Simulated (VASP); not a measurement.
**GaSb: energy against volume**

GaSb (zinc blende, F-43m, 29.968 Å³/atom and stress up to 0.09 GPa in the relaxed cell, cube axes along x, y and z) under an equal strain ε along all three axes. PBE in VASP (plane waves, PAW), 480 eV, 10×10×10 Γ-centred mesh, Methfessel-Paxton smearing 0.10 eV; ions are relaxed, or left where forces stay under 0.02 eV/Å, within the symmetry of each cell. Against the start cell, which lies near the measured one, the relaxed cell differs by 5.6 % in volume; the values below rest on it.

Here V stands for volume and E for E less E0.

```csv
volume (Å³/atom),E less E0 (meV/atom),pressure (GPa)
27.3508,?,?
28.2054,17.58,3.23
28.6394,9.99,2.36
29.0777,4.57,1.56
29.5205,1.28,0.79
29.9678,0.00,0.09
30.4196,0.64,-0.57
30.8758,3.07,-1.17
31.3367,7.21,-1.73
31.8021,12.94,-2.24
```

### Question
Fit E against V with the third-order Birch-Murnaghan form, a cubic in V^(-2/3), and predict the withheld value at V = 27.3508.

### Answer
With u = V^(-2/3) - 0.1037, the rows have u = 0.0042225, 0.0031294, 0.0020531, 0.0009930, -0.0000514, -0.0010802, -0.0020936, -0.0030923, -0.0040763. Least squares gives E = 0.031 + 388.5·u + 882682·u² + 2436535·u³. Residuals (row less fit): -0.013, 0.024, 0.000, -0.010, -0.013, 0.002, 0.006, 0.012, -0.009; standard error 0.016 (degrees of freedom: 5). Its minimum lies at u = -0.0002203, so V0 = (0.1034797)^(-3/2) = 30.04. There d²E/du² = 1762000 and d³E/du³ = 1.462e7, so B0 = (4/9) × 30.04^(-7/3) × 1762000 × 0.160218 = 44.7 GPa (the last factor turns the table's units into GPa), and B0' = 4 + (2/3) × 0.1034797 × (1.462e7)/1762000 = 4.6. B0' rests on the cubic coefficient alone and has a standard error of 0.1 from these residuals. At the withheld row, u = 0.0064590, so E = 0.031 + 388.5 × 0.0064590 + 882682 × 0.0064590² + 2436535 × 0.0064590³ = 40.021 meV/atom. The calculation gives 39.99 meV/atom, 0.031 meV/atom below the prediction (0.1 % of the range of E in the table). The row lies outside the fitted rows, so this is an extrapolation. From the scatter of the fitted rows alone, a prediction at this place has a standard error of 0.077 meV/atom, so the miss is 0.4 times that.

This level leaves no gap over 0.05 eV at strain -1.50, -1.00, -0.50, 0.00, 0.50, 1.00, 1.50, 2.00 %. Spin-orbit coupling is left out, which can shift these values for the heavy elements here. Other structures, which can take over under pressure, weren't tried. The same form fitted to the pressure column gives B0' = 4.6; series where the two differ by over 0.4 aren't shown. Rows are the converged runs of the series near zero and its far end, less any whose ions stayed unrelaxed beside relaxed ones; series whose fitted rows scatter by over a few per cent of the range, as at a crossing or softening among them, aren't shown in this form.
